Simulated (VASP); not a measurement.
Given:

```xyz
1
Lattice="-2.6400 2.6400 2.6400 2.6400 -2.6400 2.6400 2.6400 2.6400 -2.6400" Properties=species:S:1:pos:R:3 pbc="T T T"
K      0.0000     0.0000     0.0000
```

Computed with PBE GGA, VASP's PBE PAW potentials (set 64) (plane waves; VASP). Numerical set-up: 300 eV cut-off, 12×12×12 Γ-centred mesh, Fermi-Dirac smearing of 0.10 eV, potentials K_sv.

Question: What does the run give for the energy per atom (σ→0), band gap (on the k-mesh) with the smallest direct gap where there is one?

Answer: 
```yaml
band gap (on the k-mesh): none (metal, semimetal or under 0.01 eV)
energy per atom (σ→0): -1.045 eV/atom
```

Only differences to runs with the same potentials and settings are physical.

The structure is a typed K crystal (Im-3m). The cell was not relaxed at this level.
